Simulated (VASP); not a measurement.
Data:

```
CELL_PARAMETERS angstrom
      1.84471    -3.19513     0.00000
      1.84471     3.19513     0.00000
      0.00000     0.00000     5.74180
ATOMIC_POSITIONS crystal
  Tb 0.33333 0.66667 0.25000
  Tb 0.66667 0.33333 0.75000
```

Method: vdW-DF2, VASP's PBE PAW potentials (set 64) (plane waves; VASP). Run with 520 eV cut-off, Gaussian smearing of 0.050 eV, potentials Tb_3.

The 4f electrons are frozen in the core of the lanthanide potential, so 4f levels, which can set the real gap, and their magnetism are missing.

Question: Give the energies of bands 7 to 12 at the high-symmetry points, in eV from the Fermi level.

Answer: 
```
band      Γ      M      K      A      L      H
----  -----  -----  -----  -----  -----  -----
7     -4.77  -1.77  -0.86  -3.25  -1.79  -0.54
8     -2.02  -1.33  -0.64  -3.25  -1.79  -0.54
9      1.42  -0.89  -0.64   0.96   0.04  -0.34
10     1.63   0.14  -0.33   0.96   0.04  -0.34
11     1.63   1.32   1.11   1.53   1.70   0.58
12     2.03   1.53   1.11   1.53   1.70   0.58
```

It has no gap at this level: it comes out as a metal or semimetal.

The compound is Tb in the hcp structure. It was relaxed first, which changed the volume by +6 %.
